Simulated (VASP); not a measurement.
Crystal: GaP.

```
Ga P
1.0
     0.00000    2.72525    2.72525
     2.72525    0.00000    2.72525
     2.72525    2.72525    0.00000
Ga P
1 1
Direct
  0.00000 0.00000 0.00000
  0.25000 0.25000 0.25000
```

* Program: VASP 6.6.1
* Task: relaxation of cell and atoms
* Functional: PBE
* Potentials or basis: VASP PAW PBE potentials, release 64 (Ga_d, P)
* Cutoff: 600 eV
* k mesh: 8 × 8 × 8
* Occupations: gaussian, width 0.02 eV
* Spin: no spin polarisation

At the start: pressure 2.4 GPa; volume 20.24 Å³/atom.

Q: How do energy, volume and symmetry change on relaxing?

A: Over 3 steps the energy falls by 4.6 meV/atom and the volume is 20.86 Å³/atom (+3.1 %); space group F-43m (No. 216, to 0.05 Å).

Step by step:
```
step  energy change (eV)  largest force (eV/Å)  pressure (GPa)  volume (Å³)
   1              0.0000                0.0000            2.42        40.48
   2             -0.0073                0.0000           -0.99        42.30
   3             -0.0092                0.0000           -0.01        41.72
```

Final structure:
```yaml
crystal:
  lattice:
    - [0.00000, 2.75285, 2.75285]
    - [2.75285, 0.00000, 2.75285]
    - [2.75285, 2.75285, 0.00000]
  atoms:
    - { symbol: Ga, position: [0.00000, 0.00000, 0.00000] }
    - { symbol: P, position: [0.25000, 0.25000, 0.25000] }
```
